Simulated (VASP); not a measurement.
Consider the following.

```yaml
crystal:
  lattice:
    - [0.00000, 3.32784, 3.32784]
    - [3.32784, 0.00000, 3.32784]
    - [3.32784, 3.32784, 0.00000]
  atoms:
    - { symbol: Na, position: [0.25000, 0.25000, 0.25000] }
    - { symbol: Na, position: [0.75000, 0.75000, 0.75000] }
    - { symbol: S, position: [0.00000, 0.00000, 0.00000] }
```

Level of theory: PBE GGA with D4 dispersion, VASP's PBE PAW potentials (set 64) (plane waves; VASP 6.6.1). Run with 520 eV cut-off, 6×6×6 Γ-centred mesh, Gaussian smearing of 0.050 eV, potentials Na_pv S.

Problem. Give the stress tensor in GPa (positive for a compressed cell).

Solution. 
```
-1.60   0.00   0.00
 0.00  -1.60   0.00
 0.00   0.00  -1.60
```
The pressure is its mean diagonal, -1.60 GPa.

The compound is Na2S in the antifluorite structure. This cell is one point of a volume scan, at 1.06 of the reference volume.
